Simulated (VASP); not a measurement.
Consider the following.

```
NaCl
1.0
    0.00000     2.83946     2.83946
    2.83946     0.00000     2.83946
    2.83946     2.83946     0.00000
Na Cl
1 1
Direct
  0.00000   0.00000   0.00000
  0.50000   0.50000   0.50000
```

Computed with PBE GGA, VASP's PBE PAW potentials (set 64) (plane waves; VASP 6.6.1). Numerical set-up: 400 eV cut-off, 7×7×7 Γ-centred mesh, Gaussian smearing of 0.050 eV, potentials Na_pv Cl.

Task: Predict the energy per atom (σ→0), band gap (on the k-mesh) with the smallest direct gap where there is one.

Result: 
* **band gap (on the k-mesh)**: 5.03 eV
* **smallest direct gap (on the k-mesh)**: 5.03 eV
* **energy per atom (σ→0)**: -3.389 eV/atom

Only differences to runs with the same potentials and settings are physical.

The compound is NaCl in the rock salt structure. It was relaxed first. The start is the result of an earlier pass.
